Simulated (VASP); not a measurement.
# A VASP study of Rb2Re (PBE): structure first, properties next

Aim: relax Rb2Re, then compute properties on the relaxed cell. The steps: rough relaxation of the start cell, full relaxation (PBE), second relaxation, density, ELF and potential (PBE), bands along the symmetry lines (PBE), density of states (PBE) and optical spectrum (PBE). The cell is generated by rule, not measured, and may not be a known phase. Left out of this account: 2 further runs (bands with PBE + SOC: VASP's path bands are not those of the converged potential at this level; relaxation: a spoilt try).

Calculated with VASP 6.6.1; PBE; plane waves and PAW (Rb_sv, Re); invented cell.

Report form: the programs' logs are mostly left out.

**1. Set-up**

Before any relaxation, the start is as follows. The structure is tetragonal, space group P4mm (No. 99). Conventional cell: a = 4.992 Å, b = 4.992 Å, c = 4.129 Å, α = 90.00°, β = 90.00°, γ = 90.00°. Nearest to Rb lie 2 Re at 3.06 Å. Nearest to Re lie 4 Rb at 3.06 Å. Farther neighbours are not listed.

**2. Rough relaxation of the start cell**

The start is only an estimate, so a cheap relaxation brings it near a minimum before any careful run. PBE, the usual starting point, adds the gradient of the density.

The input, INCAR:

```
SYSTEM = Rb2Re
PREC = Normal
ENCUT = 400
EDIFF = 1E-05
NELM = 60
ISMEAR = -1
SIGMA = 0.05
LREAL = .FALSE.
ALGO = Fast
GGA = PE
NBANDS = 18
LORBIT = 11
LWAVE = .FALSE.
LCHARG = .FALSE.
IBRION = 2
NSW = 40
ISIF = 3
EDIFFG = -0.04
```

The input, POSCAR:

```
Rb2Re
1.0
    4.9921151800      0.0000000000      0.0000000000
    0.0000000000      4.9921151800      0.0000000000
    0.0000000000      0.0000000000      4.1286230400
Rb Re
2 1
Direct
    0.5000000000      0.0000000000      0.7757745200
    0.0000000000      0.5000000000      0.7757745200
    0.0000000000      0.0000000000      0.3462650700
```

The input, KPOINTS:

```
Automatic mesh
0
Gamma
3 3 4
0 0 0
```

PAW data sets: Rb_sv and Re (PBE family, release 64).

Started as:

```console
$ mpirun -np 1 vasp_std
```

Elapsed: 2.7 min, on 1 MPI rank of AMD EPYC 7R43, shared host; peak memory 0.11 GiB.

This run has no spin polarisation. Its electron count is odd, so without a moment it is a metal by construction. The k-mesh is coarse for a metal. This relaxation is a rough one on cheap settings, only to bring the start near its minimum. After so large a change of volume the plane waves of the start cell no longer fit, so the final stress carries a basis-set error. The data set Re keeps the semicore shell frozen, which is cheaper and a little less accurate. The run keeps the 8 symmetry operations of its start, so it cannot find a distortion of lower symmetry.

The steps of the relaxation:

```
step  energy less that of the first step (eV)  largest force (eV/Å)  pressure (GPa)  volume (Å³)
   1                                   0.0000                1.0383            4.15       102.89
   2                                  -0.4638                0.5515            1.50       116.54
   3                                  -0.7483                0.1585           -0.69       136.99
   4                                  -0.7688                0.0847           -1.19       147.42
   5                                  -1.0615                0.0083           -1.62       143.63
   6                                  -1.4239                0.4398            2.48       124.15
   7                                  -1.4217                0.1625           -1.82       137.82
   8                                  -1.4845                0.1192           -1.04       131.63
   9                                  -1.8977                0.0230           -0.34       128.05
  10                                  -1.9120                0.0240           -1.02       129.87
  11                                  -1.9134                0.0270           -0.86       129.37
  12                                  -1.9318                0.0311            0.73       120.37
  13                                  -1.9340                0.0299            0.06       122.72
  14                                  -1.9430                0.0320           -0.07       121.07
  15                                  -1.9431                0.0351           -0.06       121.21
```

| cell as run | before | after | change |
| --- | --- | --- | --- |
| a (Å) | 4.992 | 6.395 | +28.1 % |
| b (Å) | 4.992 | 6.395 | +28.1 % |
| c (Å) | 4.129 | 2.964 | -28.2 % |
| volume (Å³/atom) | 34.30 | 40.40 | +17.8 % |

The atoms that moved most (Å, as changes of fractional coordinates times the final cell):

```
atom     dx     dy      dz  length
 Re3  0.000  0.000  -0.164   0.164
 Rb1  0.000  0.000   0.082   0.082
 Rb2  0.000  0.000   0.082   0.082
```

Final coordinates:

```xyz
3
Lattice="6.3955 0.0000 0.0000 0.0000 6.3955 0.0000 0.0000 0.0000 2.9635" Properties=species:S:1:pos:R:3 pbc="T T T"
Rb    3.1977    0.0000    2.3808
Rb    0.0000    3.1977    2.3808
Re    0.0000    0.0000    0.8625
```

This step gave:

```yaml
electrons: 25
bands: 18
irreducible_k_points: 9
symmetry_operations: 8
free_energy_toten: -8.444 eV
energy_at_zero_smearing: -8.400 eV
fermi_energy: 1.403 eV
pressure: -0.05854 GPa
metallic: yes
scf_cycles_over_all_ionic_steps: 502
```

It ends with a largest force of 0.035 eV/Å and a pressure of -0.06 GPa.

**3. Full relaxation (PBE)**

Properties are meant for the cell that this level of theory prefers, so cell and atoms are relaxed first (ISIF = 3) until forces and stress are small; EDIFFG sets the threshold.

The input, INCAR:

```
SYSTEM = Rb2Re
PREC = Accurate
ENCUT = 400
EDIFF = 1E-06
NELM = 100
ISMEAR = -1
SIGMA = 0.05
LREAL = .FALSE.
ALGO = Normal
GGA = PE
NBANDS = 18
LORBIT = 11
LWAVE = .FALSE.
LCHARG = .FALSE.
IBRION = 2
NSW = 60
ISIF = 3
EDIFFG = -0.01
```

The input, POSCAR:

```
Rb2Re
1.0
    6.3954963646      0.0000000000      0.0000000000
    0.0000000000      6.3954963646      0.0000000000
    0.0000000000      0.0000000000      2.9635084538
Rb Re
2 1
Direct
    0.5000000000      0.0000000000      0.8033822658
    0.0000000000      0.5000000000      0.8033822658
    0.0000000000      0.0000000000      0.2910495784
```

The input, KPOINTS:

```
Automatic mesh
0
Gamma
4 4 8
0 0 0
```

Started as:

```console
$ mpirun -np 1 vasp_std
```

It took 4.3 min on 1 MPI rank; peak memory 0.18 GiB.

Relaxation path:

```
step  energy less that of the first step (eV)  largest force (eV/Å)  pressure (GPa)  volume (Å³)
   1                                   0.0000                0.0312           -0.11       121.21
   2                                  -0.0251                0.0260            0.28       120.69
   3                                  -0.0270                0.0243            0.46       120.49
   4                                  -0.0311                0.0214            0.13       122.58
   5                                  -0.0314                0.0204            0.02       123.34
   6                                  -0.0315                0.0203            0.00       123.47
   7                                  -0.0315                0.0202           -0.01       123.53
   8                                  -0.0315                0.0202           -0.01       123.52
   9                                  -0.0316                0.0157            0.00       123.51
  10                                  -0.0317                0.0073            0.01       123.49
  11                                  -0.0316                0.0072            0.03       123.45
  12                                  -0.0317                0.0036            0.02       123.48
  13                                  -0.0317                0.0016           -0.01       123.54
```

```csv
"conventional cell, symmetrised",before,after,change
a (Å),6.395,6.546,+2.3 %
b (Å),6.395,6.546,+2.3 %
c (Å),2.964,2.883,-2.7 %
volume (Å³/atom),40.40,41.18,+1.9 %
```

The atoms that moved most (Å, as changes of fractional coordinates times the final cell):

```
atom     dx     dy      dz  length
 Re3  0.000  0.000   0.022   0.022
 Rb1  0.000  0.000  -0.011   0.011
 Rb2  0.000  0.000  -0.011   0.011
```

The relaxed structure:

```xyz
3
Lattice="6.5456 0.0000 0.0000 0.0000 6.5456 0.0000 0.0000 0.0000 2.8835" Properties=species:S:1:pos:R:3 pbc="T T T"
Rb    3.2728    0.0000    2.3054
Rb    0.0000    3.2728    2.3054
Re    0.0000    0.0000    0.8615
```

Numbers from this step:

| Quantity | Value |
| --- | --- |
| irreducible k-points | 30 |
| free energy (TOTEN) | -8.657 eV |
| energy at zero smearing | -8.631 eV |
| Fermi energy | 1.358 eV |
| pressure | -0.01012 GPa |
| SCF cycles over all ionic steps | 85 |

It ends with a largest force of 0.002 eV/Å and a pressure of -0.01 GPa.

**4. Second relaxation**

The basis stayed that of the start cell while the cell moved. A rerun from the cell reached resets it; the error of the finite cutoff stays.

INCAR is that of step 3.

The input, POSCAR:

```
Rb2Re
1.0
    6.5455653100      0.0000000000      0.0000000000
    0.0000000000      6.5455653100      0.0000000000
    0.0000000000      0.0000000000      2.8834887000
Rb Re
2 1
Direct
    0.5000000000      0.0000000000      0.5000000000
    0.0000000000      0.5000000000      0.5000000000
    0.0000000000      0.0000000000      0.0000000000
```

KPOINTS is that of step 3.

The cell reached was symmetrised within 0.01 Å before this step, which raises the operations from 8 to 16, which the run then keeps.

Started as:

```console
$ mpirun -np 1 vasp_std
```

Elapsed: 56 s, on 1 MPI rank; peak memory 0.18 GiB.

The run keeps the 16 symmetry operations of its start, so it cannot find a distortion of lower symmetry.

Little changed from the start: no atom moved by 0.005 Å and no cell edge by 0.1 %.

Numbers from this step:

| Property | Result |
| --- | --- |
| symmetry operations | 16 |
| free energy (TOTEN) | -8.658 eV |
| Fermi energy | 1.357 eV |
| pressure | 0.02188 GPa |
| SCF cycles over all ionic steps | 15 |

It ends with forces that vanish by symmetry and a pressure of 0.02 GPa. The volume moved by under 0.01 %: the run met its threshold at the first step.

**5. Density, ELF and potential (PBE)**

A single point on the relaxed cell gives a clean self-consistent state, with density, ELF and potential written out.

Edit INCAR of step 4 so:

```diff
@@ -13,6 +13,5 @@
 LWAVE = .FALSE.
-LCHARG = .FALSE.
-IBRION = 2
-NSW = 60
-ISIF = 3
-EDIFFG = -0.01
+LCHARG = .TRUE.
+ISIF = 2
+LELF = .TRUE.
+LVHAR = .TRUE.
```

POSCAR is that of step 4.

KPOINTS is that of step 4.

Started as:

```console
$ mpirun -np 1 vasp_std
```

It took 57 s on 1 MPI rank; peak memory 0.18 GiB.

This step gave:

```
SCF cycles : 15
```

Valence electrons inside each PAW sphere by angular momentum. Sphere charges, by row:

```
atom  s (e)  p (e)  d (e)  tot (e)
 Rb1  1.964   5.33  0.062    7.357
 Rb2  1.964   5.33  0.062    7.357
 Re3   0.63  0.147  4.632    5.409
```

Electrostatic potential energy in the ac plane at fractional y = 0.000, with atoms of Rb and Re within 0.2 Å of it. With pseudopotentials it is smooth inside the atoms' cores, unlike the true potential.

Ten even steps from '_' (-29 eV) to '@' (3 eV), each cell a mean:
```
__..==##@@@@%%####**##%%@@@@@@**::__
::--**%%@@@@%%**++==++##%%@@@@##++::
**##%%@@@@@@##==::::--++%%@@@@@@##**
%%@@@@@@@@%%**--..__::++##@@@@@@@@%%
##%%@@@@@@@@**==::..::++%%@@@@@@%%##
==++##@@@@@@##++==--==**%%@@@@%%**==
__::++%%@@@@%%##**++**##@@@@@@##--..
____==##@@@@@@%%######%%@@@@%%**::__
```
Columns run along a (6.5 Å; values clipped at the 3rd and 97th percentile), rows up along c (2.9 Å). Atoms in or near the plane, at fractional coordinates: Rb at (0.50, 0.50), Re at (0.00, 0.00).

Valence density in the ac plane at fractional y = 0.000, with atoms of Rb and Re within 0.2 Å of it. It is the smooth field of the valence electrons, not physical close to the nuclei.

Values in e/Å³, 5 rows by 16 columns, each cell a mean:
```
1.1 0.8 0.5 0.2 0.1 0.1 0.2 0.5 0.6 0.4 0.1 0.1 0.1 0.3 0.7 1.0
0.6 0.4 0.2 0.1 0.1 0.3 1.0 1.8 2.0 1.5 0.6 0.1 0.1 0.2 0.3 0.5
0.4 0.3 0.2 0.1 0.1 0.4 1.4 2.2 2.2 1.9 0.8 0.2 0.1 0.1 0.2 0.3
0.8 0.5 0.3 0.1 0.1 0.2 0.7 1.4 1.6 1.1 0.4 0.1 0.1 0.2 0.4 0.7
1.2 0.9 0.6 0.2 0.1 0.1 0.1 0.2 0.3 0.2 0.1 0.1 0.1 0.4 0.8 1.1
```
Columns run along a (6.5 Å), rows up along c (2.9 Å). Atoms in or near the plane, at fractional coordinates: Rb at (0.50, 0.50), Re at (0.00, 0.00).

ELF in the ac plane at fractional y = 0.000, with atoms of Rb and Re within 0.2 Å of it. It is the smooth field of the valence electrons, not physical close to the nuclei.

Values, 5 rows by 16 columns, each cell a mean:
```
0.03 0.10 0.32 0.39 0.24 0.12 0.34 0.54 0.58 0.46 0.19 0.14 0.35 0.37 0.21 0.04
0.32 0.31 0.33 0.29 0.12 0.39 0.80 0.80 0.77 0.83 0.65 0.17 0.19 0.34 0.32 0.32
0.42 0.43 0.43 0.27 0.11 0.51 0.83 0.66 0.56 0.78 0.75 0.23 0.16 0.38 0.44 0.42
0.22 0.23 0.30 0.31 0.14 0.28 0.73 0.83 0.83 0.81 0.52 0.13 0.23 0.32 0.26 0.22
0.06 0.07 0.34 0.43 0.30 0.09 0.15 0.28 0.31 0.22 0.09 0.17 0.40 0.40 0.20 0.01
```
Columns run along a (6.5 Å), rows up along c (2.9 Å). Atoms in or near the plane, at fractional coordinates: Rb at (0.50, 0.50), Re at (0.00, 0.00).

In this run the pressure is 0.02 GPa, small enough to go on.

**6. Bands along the symmetry lines (PBE)**

The mesh alone shows little of the dispersion and can miss band extrema, so KPOINTS_OPT adds a path through the symmetry points after the self-consistent cycle.

The input, INCAR:

```
SYSTEM = Rb2Re
PREC = Accurate
ENCUT = 400
EDIFF = 1E-06
NELM = 100
ISMEAR = -1
SIGMA = 0.05
LREAL = .FALSE.
ALGO = Normal
GGA = PE
NBANDS = 25
LORBIT = 11
LWAVE = .FALSE.
LCHARG = .FALSE.
```

POSCAR is that of step 5.

KPOINTS is that of step 5.

The input, KPOINTS_OPT:

```
Line mode
16
Line-mode
Reciprocal
  0.00000000   0.00000000   0.00000000 GAMMA
  0.00000000   0.50000000   0.00000000 X

  0.00000000   0.50000000   0.00000000 X
  0.50000000   0.50000000   0.00000000 M

  0.50000000   0.50000000   0.00000000 M
  0.00000000   0.00000000   0.00000000 GAMMA

  0.00000000   0.00000000   0.00000000 GAMMA
  0.00000000   0.00000000   0.50000000 Z

  0.00000000   0.00000000   0.50000000 Z
  0.00000000   0.50000000   0.50000000 R

  0.00000000   0.50000000   0.50000000 R
  0.50000000   0.50000000   0.50000000 A

  0.50000000   0.50000000   0.50000000 A
  0.00000000   0.00000000   0.50000000 Z

  0.00000000   0.50000000   0.00000000 X
  0.00000000   0.50000000   0.50000000 R

  0.50000000   0.50000000   0.00000000 M
  0.50000000   0.50000000   0.50000000 A
```

Started as:

```console
$ mpirun -np 1 vasp_std
```

It took 8.6 min on 1 MPI rank.

The run ended with an error.

VASP's message: “EDDAV: Call to ZHEGV failed. Returncode = 11 2 16”. No number of this run is used.

**7. Density of states (PBE)**

A density of states needs more k-points than a total energy; ISMEAR = -5 takes tetrahedra, and LORBIT projects the states on the PAW spheres. The mesh is finer than in the run before.

Edit INCAR of step 6 so:

```diff
@@ -5,3 +5,3 @@
 NELM = 100
-ISMEAR = -1
+ISMEAR = -5
 SIGMA = 0.05
@@ -14 +14,2 @@
 LCHARG = .FALSE.
+NEDOS = 2001
```

POSCAR is that of step 6.

The input, KPOINTS:

```
Automatic mesh
0
Gamma
5 5 11
0 0 0
```

Started as:

```console
$ mpirun -np 1 vasp_std
```

The job ended after 1.7 min (1 MPI rank; peak memory 0.21 GiB).

The DOS at the Fermi level is high for the number of transition-metal atoms. It is one value on this mesh and may be a narrow spike; if it stands, a magnetic instability is possible, which a run without spin can't show. With tetrahedra the forces and stress of a metal are not exact derivatives of the energy.

This step gave:

* SCF cycles: 16
* bands: 25
* irreducible k-points: 36
* free energy (TOTEN): -8.606 eV
* Fermi energy: 1.334 eV
* pressure: 0.001862 GPa
* DOS at the Fermi level: 7.743 states/eV/cell

The density of states has structure finer than the step of the table below, so its rows give means over 1 eV, whole bins alone (the curve runs from -12.0 to 3.65 eV). Peaks (eV: height): total -12.0: 18.1, -11.7: 9.81, -0.5: 8.51, -0.1: 9.18; Re d -0.9: 3.77, -0.5: 4.84, -0.2: 5.19, -0.1: 5.51; Rb d -0.1: 0.139, 2.3: 0.407, 3.2: 0.858; Rb p -12.0: 16.1, -11.7: 8.80.

States under -12.0 eV and over 3.7 eV are left out. The density of states by energy, zero at the Fermi level; means over each step; values in states/eV/cell:

| energy (eV) | total | Re d | Rb d | Rb p |
| --- | --- | --- | --- | --- |
| -11 | 1.14 | 7.8e-5 | 0.00233 | 1.06 |
| -10 | 0 | 0 | 0 | 0 |
| -9 | 0 | 0 | 0 | 0 |
| -8 | 0 | 0 | 0 | 0 |
| -7 | 0 | 0 | 0 | 0 |
| -6 | 0 | 0 | 0 | 0 |
| -5 | 0 | 0 | 0 | 0 |
| -4 | 0.437 | 0.0670 | 0.00207 | 0.00945 |
| -3 | 0.438 | 0.0423 | 0.00300 | 0.0120 |
| -2 | 0.778 | 0.268 | 0.00780 | 0.0130 |
| -1 | 4.54 | 2.57 | 0.0575 | 0.0594 |
| 0 | 4.66 | 2.79 | 0.0706 | 0.0673 |
| 1 | 1.99 | 0.643 | 0.0620 | 0.0451 |
| 2 | 3.44 | 0.885 | 0.284 | 0.0784 |
| 3 | 2.08 | 0.234 | 0.336 | 0.0390 |

The finer mesh and the other smearing move the Fermi level by -0.02 eV from the 4×4×8 run, a small shift, which tests the Fermi level alone. Of the states within 0.3 eV of the Fermi level, the largest shares in the PAW spheres are Re d 61 %. The rest lies in smaller channels or between the spheres.

**8. Optical spectrum (PBE)**

LOPTICS sums transitions from filled to empty bands. NBANDS is raised for it.

The input, INCAR:

```
SYSTEM = Rb2Re
PREC = Accurate
ENCUT = 400
EDIFF = 1E-06
NELM = 100
ISMEAR = -1
SIGMA = 0.05
LREAL = .FALSE.
ALGO = Normal
GGA = PE
NBANDS = 36
LORBIT = 11
LWAVE = .FALSE.
LCHARG = .FALSE.
LOPTICS = .TRUE.
NEDOS = 1500
CSHIFT = 0.1
```

POSCAR is that of step 7.

KPOINTS is that of step 7.

Started as:

```console
$ mpirun -np 1 vasp_std
```

The job ended after 3.4 min (1 MPI rank; peak memory 0.3 GiB).

Spin-orbit coupling is off here; with elements this heavy it splits and shifts levels by tenths of an eV or more. These are independent-particle spectra without excitons or local fields, and fine structure depends on the mesh and on CSHIFT. The intraband (Drude) part is not in this spectrum.

Numbers from this step:

- SCF cycles: 15
- bands: 36
- free energy (TOTEN): -8.621 eV
- energy at zero smearing: -8.592 eV
- Fermi energy: 1.333 eV
- pressure: 0.09869 GPa

The imaginary dielectric function has structure finer than the step of the table below, so its rows give means over 1 eV, whole bins alone (the curve runs from 0 to 25.0 eV). Peaks (eV: height): xx 0.2: 67.4; zz 0.2: 86.6.

Imaginary dielectric function against photon energy; means over each step:

```
photon energy (eV)     xx     zz
                 1   11.3   14.1
                 2   6.34   13.1
                 3   4.98   4.13
                 4   2.90   1.08
                 5   1.85  0.987
                 6   1.81  0.996
                 7   1.76  0.690
                 8  0.891  0.531
                 9   1.07  0.519
                10  0.700  0.479
                11  0.388  0.539
                12  0.523  0.499
                13  0.767  0.553
                14  0.793   2.45
                15  0.666   3.10
                16   1.26   1.30
                17   1.25  0.777
                18   1.37   1.49
                19   1.62  0.511
                20   1.27  0.551
                21   1.20  0.603
                22  0.606  0.461
                23  0.313  0.581
                24  0.280  0.286
```

Real dielectric function against photon energy:

| photon energy (eV) | xx | zz |
| --- | --- | --- |
| 0 | 96.6 | 139 |
| 1 | 1.26 | 8.41 |
| 2 | 0.320 | 1.30 |
| 3 | 0.206 | -4.03 |
| 4 | 0.318 | -1.06 |
| 5 | 0.350 | 0.227 |
| 6 | 1.06 | 0.627 |
| 7 | 0.241 | 0.712 |
| 8 | 0.725 | 0.971 |
| 9 | 0.608 | 1.20 |
| 10 | 0.561 | 1.39 |
| 11 | 0.871 | 1.45 |
| 12 | 1.34 | 1.67 |
| 13 | 1.36 | 2.37 |
| 14 | 1.21 | 3.42 |
| 15 | 1.32 | 2.85 |
| 16 | 1.61 | -0.385 |
| 17 | 1.23 | 0.432 |
| 18 | 1.20 | -0.465 |
| 19 | 0.808 | 0.0861 |
| 20 | 0.202 | 0.264 |
| 21 | 0.0701 | 0.313 |
| 22 | -0.206 | 0.495 |
| 23 | 0.117 | 0.463 |
| 24 | 0.322 | 0.172 |

**9. What came out**

- relaxed volume: 41.18 Å³/atom
- relaxed conventional cell a, b, c: 6.546, 6.546, 2.883 Å
- space group after relaxing, within 0.02 Å: P4/mmm (No. 123)
- DOS at the Fermi level: 7.74 states/eV/cell

With PBE, Rb2Re relaxes to 41.18 Å³/atom in space group P4/mmm. Not obtained: bands along the symmetry lines (PBE), because the run crashed. Spin-orbit coupling is left out, and with elements this heavy it would split and shift bands near the Fermi level. The k-sampling is coarse for a metal, so the Fermi level, pressures and the shape of the cell carry errors. With an odd electron count and no spin the cell is a metal by construction. No search among competing phases was made. All values are for a static lattice at zero temperature.

[Lines on the potential files, build, host, timing and source positions are cut from VASP's logs without a mark.]

[Logs are printed without paths, hosts, clocks, repeated set-up lines and the standing remarks that a program may print on its own settings, such as how far it seeks lower states.]

[Hosts, paths, dates, database ids (printed as entryN), source tags and the programs' standing remarks are cut or masked in the printed files.]

[A measured line is paired with the nearest computed mode of its activity, which favours agreement.]
